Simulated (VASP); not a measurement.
# Relaxed cell of Mo: a test of cutoff and mesh, part 2 of 2

Aim: test the relaxed volume of Mo against cutoff and mesh. The starting structure is a measured crystal structure from the Crystallography Open Database. The first relaxation on each setting starts from this cell expanded by 3 % in volume.

VASP 6.6.1.

Results so far: reference 15.35 Å³ an atom; a cutoff of 240 eV 14.88 Å³ an atom; an 11×11×11 mesh 15.35 Å³ an atom.

## Step 5: Relaxation with a cutoff of 600 eV (continued)

Level of this step: PBEsol; plane waves and PAW (Mo_sv) (VASP).

OUTCAR, selected parts (step 5):

```text
  Total       -0.0012569     -0.0012569     -0.0012569      0.0000000      0.0000000      0.0000000
  in kB       -0.1311249     -0.1311249     -0.1311249      0.0000000      0.0000000      0.0000000
  external PRESSURE =      -0.1311249 kB  Pullay stress =       0.0000000 kB

 POSITION                                       TOTAL-FORCE (eV/Angst)
 -----------------------------------------------------------------------------------
      0.00000      0.00000      0.00000        -0.000000      0.000000      0.000000
 -----------------------------------------------------------------------------------
    total drift:                               -0.000000      0.000000      0.000000

  FREE ENERGIE OF THE ION-ELECTRON SYSTEM (eV)
  ---------------------------------------------------
  free  energy   TOTEN  =       -11.7791400820 eV

  energy  without entropy=      -11.7786225332  energy(sigma->0) =      -11.77896757

[... 2 parts as in an earlier step ...]

[... 2 further parts left out ...]
[key lines of the parts left out:]
E-fermi :  12.7687
```

With a cutoff of 600 eV the cell ends at 15.358 Å³ an atom, +0.02 % from the reference.

## Step 6: Relaxation with a 28×28×28 mesh

Against step 2 the input has a 28×28×28 mesh. This run starts from the cell of an earlier relaxation, which isn't shown; the restart sets up the plane waves anew.

Contents of INCAR:

```
SYSTEM = Mo
PREC = Accurate
ENCUT = 450
EDIFF = 1E-06
NELM = 100
ISMEAR = 1
SIGMA = 0.15
LREAL = .FALSE.
ALGO = Normal
GGA = PS
NBANDS = 13
LORBIT = 11
LWAVE = .FALSE.
LCHARG = .FALSE.
KPAR = 4
IBRION = 2
NSW = 50
ISIF = 3
EDIFFG = -0.006
```

Contents of POSCAR:

```
Mo
1.0
   -1.5658841770      1.5658841770      1.5658841770
    1.5658841770     -1.5658841770      1.5658841770
    1.5658841770      1.5658841770     -1.5658841770
Mo
1
Direct
    0.0000000000      0.0000000000      0.0000000000
```

Contents of KPOINTS:

```
Automatic mesh
0
Gamma
28 28 28
0 0 0
```

Potentials, in the order of the species: Mo_sv (PBE family, release 64).

Command:

```sh
mpirun -np 4 vasp_std
```

Log:

```text
[... set-up lines as in an earlier step ...]
 entering main loop
       N       E                     dE             d eps       ncg     rms          rms(c)
DAV:   1     0.813779685711E+02    0.81378E+02   -0.74536E+03 16412   0.996E+02
DAV:   2    -0.115460007546E+02   -0.92924E+02   -0.89485E+02 18584   0.291E+02
DAV:   3    -0.125305365627E+02   -0.98454E+00   -0.98238E+00 18199   0.299E+01
DAV:   4    -0.125326580601E+02   -0.21215E-02   -0.21215E-02 18159   0.169E+00
[...]
DAV:   9    -0.117759479199E+02    0.15319E-04   -0.97558E-05 19137   0.119E-01    0.829E-02
DAV:  10    -0.117759546807E+02   -0.67607E-05   -0.90299E-06 16864   0.348E-02    0.585E-03
DAV:  11    -0.117759548773E+02   -0.19659E-06   -0.13489E-07  9247   0.395E-03
   1 F= -.11775955E+02 E0= -.11775880E+02  d E =-.117760E+02
[...]
N       E                     dE             d eps       ncg     rms          rms(c)
DAV:   1    -0.117762352806E+02   -0.28060E-03   -0.61233E-03 16489   0.104E+00    0.198E-01
DAV:   2    -0.117759606958E+02    0.27458E-03   -0.42137E-04 16349   0.258E-01    0.329E-02
DAV:   3    -0.117759409230E+02    0.19773E-04   -0.61727E-05 17154   0.971E-02    0.297E-02
DAV:   4    -0.117759444002E+02   -0.34772E-05   -0.15754E-06 14702   0.130E-02    0.114E-03
DAV:   5    -0.117759444250E+02   -0.24817E-07   -0.11467E-07  8342   0.419E-03
   2 F= -.11775944E+02 E0= -.11775870E+02  d E =0.104523E-04
 trial-energy change:    0.000010  1 .order    0.000011   -0.000012    0.000033
 step:   0.2576(harm=  0.2576)  dis= 0.00000  next Energy=   -11.775956 (dE=-0.149E-05)
[...]
N       E                     dE             d eps       ncg     rms          rms(c)
DAV:   1    -0.117761173875E+02   -0.17299E-03   -0.33731E-03 16459   0.771E-01    0.146E-01
DAV:   2    -0.117759679772E+02    0.14941E-03   -0.23338E-04 16334   0.192E-01    0.245E-02
DAV:   3    -0.117759566419E+02    0.11335E-04   -0.33900E-05 17059   0.719E-02    0.218E-02
DAV:   4    -0.117759564615E+02    0.18038E-06   -0.86002E-07 12953   0.971E-03
   3 F= -.11775956E+02 E0= -.11775882E+02  d E =-.158419E-05
[...]
reached required accuracy - stopping structural energy minimisation
```

Run time: 16 s. Hardware: 4 MPI ranks of Intel Xeon 6975P-C (Granite Rapids), shared host; peak memory 0.84 GiB.

OUTCAR, selected parts (step 6):

```text
  Total        0.0034725      0.0034725      0.0034725     -0.0000000      0.0000000      0.0000000
  in kB        0.3623757      0.3623757      0.3623757     -0.0000000      0.0000000      0.0000000
  external PRESSURE =       0.3623757 kB  Pullay stress =       0.0000000 kB

 POSITION                                       TOTAL-FORCE (eV/Angst)
 -----------------------------------------------------------------------------------
      0.00000     -0.00000      0.00000        -0.000000     -0.000000     -0.000000
 -----------------------------------------------------------------------------------
    total drift:                                0.000000     -0.000000      0.000000

  FREE ENERGIE OF THE ION-ELECTRON SYSTEM (eV)
  ---------------------------------------------------
  free  energy   TOTEN  =       -11.7759564615 eV

  energy  without entropy=      -11.7757320490  energy(sigma->0) =      -11.77588166

[... 1 part as in an earlier step ...]

[... 3 further parts left out ...]
[key lines of the parts left out:]
E-fermi :  12.8014
```

With a 28×28×28 mesh the cell ends at 15.353 Å³ an atom, -0.01 % from the reference.

## Step 7: Comparison

| run | volume (Å³/atom) | change (%) | pressure left (GPa) | core minutes |
| --- | --- | --- | --- | --- |
| reference | 15.355 | - | 0.04 | 1.48 |
| a cutoff of 240 eV | 14.878 | -3.11 | 0.02 | 0.6 |
| an 11×11×11 mesh | 15.354 | 0.0 | 0.02 | 0.507 |
| a cutoff of 600 eV | 15.358 | 0.02 | -0.01 | 1.75 |
| a 28×28×28 mesh | 15.353 | -0.01 | 0.04 | 3.4 |

Core minutes are wall time times ranks, summed over the relaxations behind a row (those for a bulk modulus apart), on shared hosts.

## Step 8: What came out

```json
{"volume of the reference": "15.35 Å³/atom", "volume against the reference, a cutoff of 240 eV": "-3.11 %", "volume against the reference, an 11×11×11 mesh": "+0.00 %", "volume against the reference, a cutoff of 600 eV": "+0.02 %", "volume against the reference, a 28×28×28 mesh": "-0.01 %"}
```

**Reading.** The volume moves most with a cutoff of 240 eV: -3.11 % against the reference (450 eV, 20×20×20 mesh). On finer settings it changes by +0.02 % with a cutoff of 600 eV and -0.01 % with a 28×28×28 mesh. The relaxations stop with up to 0.04 GPa left, which at a bulk modulus of 50 GPa, to name a scale, is 0.07 % of the volume. That understates it: a restart alone still moved the volume by up to 1.3 %. A cell that shrinks at the lower cutoff is the usual mark of Pulay stress, the error that a plane-wave basis makes when it is kept while the volume changes. Further runs on this material are not shown.

[Lines on the potential files, build, host, timing and source positions are cut from VASP's logs without a mark.]

[Logs are printed without paths, hosts, clocks, repeated set-up lines and the standing remarks that a program may print on its own settings, such as how far it seeks lower states.]

[Hosts, paths, dates, database ids (printed as entryN), source tags and the programs' standing remarks are cut or masked in the printed files.]
